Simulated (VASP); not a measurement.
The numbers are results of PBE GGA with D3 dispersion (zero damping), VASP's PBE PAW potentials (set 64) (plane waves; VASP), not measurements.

VASP ran on this input.

**POSCAR**
```
Te
1.0
  2.2423539233  -3.8838706179   0.0000000000
  2.2423539233   3.8838706179   0.0000000000
  0.0000000000   0.0000000000   5.8702923304
Te
3
Cart
  2.8518790861  -2.8281421506   3.9135301770
  3.2656575210   0.0000000000   0.0000000000
  2.8518790861   2.8281421506   1.9567621534
```

**KPOINTS**
```
Regular mesh
0
gamma
5 5 4
0 0 0
```

INCAR:
```
SYSTEM  =  Te
PREC  =  Accurate; ENCUT  =  520; LREAL  =  .FALSE.
LASPH  =  .TRUE.
EDIFF  =  1E-6; NELM  =  100; ALGO  =  Normal
LMAXMIX  =  4
ISMEAR  =  0; SIGMA  =  0.05
GGA  =  PE; IVDW  =  11
IBRION  =  2; NSW  =  60; ISIF  =  3
EDIFFG  =  -0.02
LWAVE  =  .FALSE.; LCHARG  =  .FALSE.
```

POTCAR, in this order: Te (PBE.64 set). Program: vasp_std.

Question: What will the output report for the number of irreducible k-points (NKPTS), largest plane-wave count, number of space-group operations, FFT grid (NGX, NGY, NGZ)?

Answer: 
- number of irreducible k-points (NKPTS): 17
- largest plane-wave count: 2770
- number of space-group operations: 6
- FFT grid (NGX, NGY, NGZ): 36 × 36 × 48

The compound is Te in the trig structure. This run relaxes it. Symmetry was kept, so distortions that lower it aren't found. The start is the result of an earlier pass.
